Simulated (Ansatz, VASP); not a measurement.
**CdCo2N2 in VASP and in Ansatz**

```xyz
5
Lattice="2.6551 -1.5321 0.0000 2.6551 1.5321 0.0000 -1.9131 0.0000 8.2997" Properties=species:S:1:pos:R:3 pbc="T T T"
Cd    1.6986    0.0000    4.1499
Co    1.6258    0.0000    7.4429
Co    1.7714    0.0000    0.8568
N     3.5412    0.0000    1.2652
N    -0.1440    0.0000    7.0346
```

The cell comes from a database or a generator and needn't be the stable form of this composition.

Alike in both runs: task single point; functional PBE; k mesh 8 × 8 × 3; occupations fermi-dirac, width 0.05 eV; no spin polarisation.

|  | VASP | Ansatz |
| --- | --- | --- |
| version | VASP 6.6.1 | Ansatz 0.2.0 |
| potentials or method | VASP PAW PBE potentials, release 64 (Cd, Co, N) | Ansatz PAW |
| plane-wave cutoff (eV) | 520 | 420 |
| valence electrons in the cell | 40 | 64 |

|  | VASP | Ansatz | Ansatz less VASP |
| --- | --- | --- | --- |
| gap on the k mesh at the Fermi level (eV) | none | none | - |
| pressure (GPa) | -0.7 | -0.8 | -0.07 |
| largest component of the traceless stress (GPa) | 0.40 | 0.62 | +0.224 |
| rms of the force components (eV/Å) | 0.033 | 0.043 | +0.0096 |

Atom by atom the forces differ by 0.011 eV/Å (rms over components). A gap of «none» marks a metal or a gap that the smearing closes. The functional is the same, so the differences come from potentials, cutoffs and numerics. The two sets of potentials don't hold the same shells in valence.

Caveats: the run has no spin polarisation, though such a crystal can be magnetic; the pressure holds a Pulay correction of +0.4 GPa for the finite cutoff (Ansatz). Spin polarisation is off, so any magnetic state and its effect on volume and gap are missing. With open d or f shells a metallic result of PBE can be an artefact of self-interaction; +U or a hybrid may open a gap.
